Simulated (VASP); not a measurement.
An input for Ansatz (written as the equivalent of a VASP run, and not itself run):

Ansatz 0.2 input:
```yaml
crystal:
  lattice:
    - [0.0000000, 2.4116149, 2.4116149]
    - [2.4116149, 0.0000000, 2.4116149]
    - [2.4116149, 2.4116149, 0.0000000]
  atoms:
    - { symbol: K, position: [0.0000000, 0.0000000, 0.0000000] }
    - { symbol: F, position: [0.5000000, 0.5000000, 0.5000000] }
kpoints:
  mp_grid: { grid: [9, 9, 9] }
hamiltonian:
  xc: pbesol
  pseudopotentials: { kind: paw }
scf:
  occupations: { method: gaussian, width: 0.05 }
  max_iter: 100
relax:
  max_steps: 40
  f_tol: 0.02
  cell: { p_target: 30 }
output: { forces: true, stress: true, eigenvalues: true }
```

Problem. Write the VASP files for the same calculation (PBEsol).

Solution. This is not unique; one that fits is 
File KPOINTS:
```
Regular mesh
0
gamma
  9 9 9
0 0 0
```

### INCAR
```
# general
SYSTEM   =  KF
PREC     =  Accurate
ENCUT    =  620
LREAL    =  .FALSE.
LASPH    =  .TRUE.

# electronic loop
EDIFF    =  1E-6
NELM     =  100
ALGO     =  Normal

# smearing
ISMEAR   =  0
SIGMA    =  0.05

# functional
GGA      =  PS

# ions
IBRION   =  2
NSW      =  40
ISIF     =  3
EDIFFG   =  -0.02
PSTRESS  =  300

# output
LWAVE    =  .FALSE.
LCHARG   =  .FALSE.
```

File POSCAR:
```
KF
1
    0.0000000000     2.4116149027     2.4116149027
    2.4116149027     0.0000000000     2.4116149027
    2.4116149027     2.4116149027     0.0000000000
K F
1 1
Direct
  0.0000000000   0.0000000000   0.0000000000
  0.5000000000   0.5000000000   0.5000000000
```

POTCAR, in this order: K_sv F (PBE.64 set). Program: vasp_std.

What does not carry over: each code has its own PAW files, so the cut-off isn't converted (ENCUT is set for VASP's; basis.ecutwfc is left out, and Ansatz then takes the one that its files recommend); Ansatz stops its SCF on the density residual and VASP on the energy change (EDIFF).

The compound is KF in the rock salt structure. This run relaxes it under an external pressure of 30 GPa. Symmetry was kept, so distortions that lower it aren't found.
